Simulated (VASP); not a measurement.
Input:

```xyz
1
Lattice="-2.0681 2.0681 2.0681 2.0681 -2.0681 2.0681 2.0681 2.0681 -2.0681" Properties=species:S:1:pos:R:3 pbc="T T T"
Na     0.0000     0.0000     0.0000
```

The numbers are results of PBEsol GGA, VASP's PBE PAW potentials (set 64) (plane waves; VASP 6.6.1), not measurements. Run with 480 eV cut-off, 12×12×12 Γ-centred mesh, first-order Methfessel-Paxton smearing of 0.10 eV, potentials Na_pv.

Energy and stress use the plane-wave basis of the starting cell.

Problem. The ions, cell shape and volume at an external pressure of 30.0 GPa are relaxed. What does this cell relax into?

Solution. 
```xyz
1
Lattice="-1.5876 1.5876 1.5876 1.5876 -1.5876 1.5876 1.5876 1.5876 -1.5876" Properties=species:S:1:pos:R:3 pbc="T T T"
Na     0.0000     0.0000     0.0000
```
Space group Im-3m (229), at a tolerance of 0.03 Å.

Problem. How do energy and volume change from the first to the last step?

Solution. The energy (σ→0) changes by +970.7 meV/atom and the volume by -54.8 %, in 7 ionic steps.

| step | E(σ→0) (eV) | max force (eV/Å) | pressure (GPa) | volume (Å³) |
|---|---|---|---|---|
| 1 | -1.3957 | 0.000 | 0.17 | 35.38 |
| 2 | 1.1267 | 0.000 | 86.09 | 11.23 |
| 3 | -0.4810 | 0.000 | 28.22 | 16.32 |
| 4 | -0.4291 | 0.000 | 29.86 | 16.03 |
| 5 | -0.3737 | 0.000 | 31.62 | 15.74 |
| 6 | -0.4399 | 0.000 | 29.54 | 16.09 |
| 7 | -0.4250 | 0.000 | 30.06 | 16.01 |

The compound is Na in the bcc structure. This run relaxes it under an external pressure of 30 GPa. Symmetry was kept, so distortions that lower it aren't found.
